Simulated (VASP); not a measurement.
Computed with PBEsol GGA, VASP's PBE PAW potentials (set 64) (plane waves; VASP).

VASP ran on this input.

File KPOINTS:
```
k-points along high-symmetry lines
12
Line-mode
Reciprocal
  0.000000   0.000000   0.000000 ! GAMMA
  0.000000   0.000000  -0.500000 ! T

  0.000000   0.000000  -0.500000 ! T
 -0.328125   0.328125  -0.500000 ! H_2

 -0.343750   0.328125  -0.187500 ! H_0
  0.000000   0.500000   0.500000 ! L

  0.000000   0.500000   0.500000 ! L
  0.000000   0.000000   0.000000 ! GAMMA

  0.000000   0.000000   0.000000 ! GAMMA
 -0.335938   0.335938   0.000000 ! S_0

 -0.335937   0.328125  -0.343750 ! S_2
 -0.500000   0.000000  -1.000000 ! F

 -0.500000   0.000000  -1.000000 ! F
  0.000000   0.000000   0.000000 ! GAMMA
```

INCAR:
```
SYSTEM = Ca3MgO4
PREC = Accurate; ENCUT = 520; LREAL = .FALSE.
LASPH = .TRUE.; ICHARG = 11
EDIFF = 1E-7; NELM = 100; ALGO = Normal
ISMEAR = 0; SIGMA = 0.05
GGA = PS
LWAVE = .FALSE.; LCHARG = .FALSE.; LORBIT = 11
```

### POSCAR
```
Ca3MgO4
1
    0.0000000000     2.3218274748     2.3218274748
    2.3218274748     0.0000000000     2.3218274748
    9.2913803550     9.2913803550    -0.0040704559
Mg O Ca
1 4 3
Direct
  1.0000000000   1.0000000000   0.0000000000
  0.5216031167   0.5216031167   0.1087976625
  0.5073513985   0.5073513985   0.3694864511
  0.4926486015   0.4926486015   0.6305135489
  0.4783968833   0.4783968833   0.8912023375
  0.0149011641   0.0149011641   0.2388241270
  1.0000000000   1.0000000000   0.5000000000
  0.9850988359   0.9850988359   0.7611758730
```

POTCAR, in this order: Mg O Ca_sv (PBE.64 set). Program: vasp_std. Read from the step before: CHGCAR.

Output

### OSZICAR
```
       N       E                     dE             d eps       ncg     rms          rms(c)
DAV:   1     0.587391706960E+03    0.58739E+03   -0.29554E+04  5632   0.171E+03
DAV:   2     0.517451789849E+01   -0.58222E+03   -0.57308E+03  6674   0.479E+02
DAV:   3    -0.478959710155E+02   -0.53070E+02   -0.51872E+02  7959   0.129E+02
DAV:   4    -0.501558418059E+02   -0.22599E+01   -0.22560E+01  8735   0.240E+01
DAV:   5    -0.502266680394E+02   -0.70826E-01   -0.70806E-01  8413   0.367E+00
DAV:   6    -0.502279413098E+02   -0.12733E-02   -0.12727E-02  8215   0.508E-01
DAV:   7    -0.502279836013E+02   -0.42291E-04   -0.42288E-04  8510   0.741E-02
DAV:   8    -0.502279848412E+02   -0.12400E-05   -0.12399E-05  7896   0.112E-02
DAV:   9    -0.502279848957E+02   -0.54439E-07   -0.54424E-07  6446   0.197E-03
   1 F= -.50227985E+02 E0= -.50227985E+02  d E =-.319518E-14
```

### OUTCAR
```
 val. band max:        2.5164210450   @ k =   0.0000   0.0000   0.0000

 cond. band min:       6.2770120611   @ k =  -0.5000   0.0000  -1.0000



 k-point     1 :       0.0000    0.0000    0.0000
  band No.  band energies     occupation
      1     -34.7338      2.00000
      2     -34.7055      2.00000
      3     -34.6420      2.00000
      4     -16.8173      2.00000
      5     -16.4576      2.00000
      6     -15.8445      2.00000
      7     -15.5777      2.00000
      8     -15.5777      2.00000
      9     -15.5711      2.00000
     10     -15.5711      2.00000
     11     -15.5301      2.00000
     12     -15.5301      2.00000
     13     -13.3856      2.00000
     14     -12.6864      2.00000
     15     -12.3756      2.00000
     16     -11.7320      2.00000
     17      -0.6321      2.00000
     18       0.5421      2.00000
     19       0.8539      2.00000
     20       1.3003      2.00000
     21       1.3003      2.00000
     22       1.7339      2.00000
     23       1.7339      2.00000
     24       1.9007      2.00000
     25       1.9008      2.00000
     26       2.4293      2.00000
     27       2.4293      2.00000
     28       2.5164      2.00000
     29       6.8650      0.00000
     30       8.5564      0.00000
     31       8.6013      0.00000
     32       9.1091      0.00000
     33       9.1114      0.00000

 k-point     2 :       0.0000    0.0000   -0.0455
  band No.  band energies     occupation
      1     -34.7338      2.00000
      2     -34.7055      2.00000
      3     -34.6420      2.00000
      4     -16.8178      2.00000
      5     -16.4565      2.00000
      6     -15.8453      2.00000
      7     -15.5777      2.00000
      8     -15.5777      2.00000
      9     -15.5711      2.00000
     10     -15.5710      2.00000
     11     -15.5301      2.00000
     12     -15.5301      2.00000
     13     -13.3831      2.00000
     14     -12.6946      2.00000
     15     -12.3686      2.00000
     16     -11.7331      2.00000
...
```

The density is held fixed in this step, so its total energy and stress have no physical meaning.

The structure was generated: Ca3MgO4 was put into an ordered model structure (R-3m), which need not be its known phase. It was relaxed first.
